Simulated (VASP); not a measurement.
Runs of VASP 6.6.1 on SnTe. Symmetry: Fm-3m, No. 225, cubic system. Conventional cell: a = 6.290 Å, b = 6.290 Å, c = 6.290 Å, α = 90.00°, β = 90.00°, γ = 90.00°. Sn (site symmetry m-3m) is surrounded by 6 Te at 3.14 Å. Te (site symmetry m-3m) has 6 Sn at 3.14 Å as nearest neighbours. The cell is a database's computed one.

```tsv
level	k mesh	cutoff (eV)	smearing	gap on the mesh (eV)	pressure (GPa)
PBEsol	12 × 12 × 12	520	gaussian 0.5 eV	0.16	-0.1
PBEsol	12 × 12 × 12	700	gaussian 0.1 eV	0.16	0.0
r2SCAN	12 × 12 × 12	520	gaussian 0.1 eV	0.01	(a)
PBEsol	18 × 18 × 18	520	gaussian 0.1 eV	0.16	0.0
PBEsol	12 × 12 × 12	900	gaussian 0.1 eV	0.16	0.0
```

Alike in all rows: task single point; potentials or basis VASP PAW PBE potentials, release 64 (Sn_d, Te); no spin polarisation; cell as given.

Question: Fill in the values left out.

Answer: (a) 1.8.

Caveats: the PAW data sets were made with another functional, which shifts forces and pressure a little; spin-orbit coupling is left out, which moves the levels of the heavy elements.

A k mesh can miss the band edges, and the runs leave out spin-orbit coupling on Sn, Te.
